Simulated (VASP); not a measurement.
Consider the following.

```
CELL_PARAMETERS angstrom
      0.00000     2.56735     2.56735
      2.56735     0.00000     2.56735
      2.56735     2.56735     0.00000
ATOMIC_POSITIONS crystal
  Mg 0.00000 0.00000 0.00000
  S  0.25000 0.25000 0.25000
```

Computed with PBEsol GGA, VASP's PBE PAW potentials (set 64) (plane waves; VASP 6.6.1). Numerical set-up: 500 eV cut-off, 9×9×9 Γ-centred mesh, Gaussian smearing of 0.050 eV, potentials Mg S.

Energy and stress use the plane-wave basis of the starting cell.

**Question.** The ions, cell shape and volume at an external pressure of 45.0 GPa are relaxed. Predict the relaxed structure.

**Answer.** 
```
CELL_PARAMETERS angstrom
      0.00000     2.50048     2.50048
      2.50048     0.00000     2.50048
      2.50048     2.50048     0.00000
ATOMIC_POSITIONS crystal
  Mg 0.00000 0.00000 0.00000
  S  0.25000 0.25000 0.25000
```
Space group F-43m (216), at a tolerance of 0.03 Å.

**Question.** How do energy and volume change from the first to the last step?

**Answer.** The energy (σ→0) changes by +297.6 meV/atom and the volume by -7.6 %, in 4 ionic steps.

The structure was generated: MgS was put into the zinc blende type (F-43m), which need not be its known phase. This run relaxes it under an external pressure of 45 GPa. Symmetry was kept, so distortions that lower it aren't found.
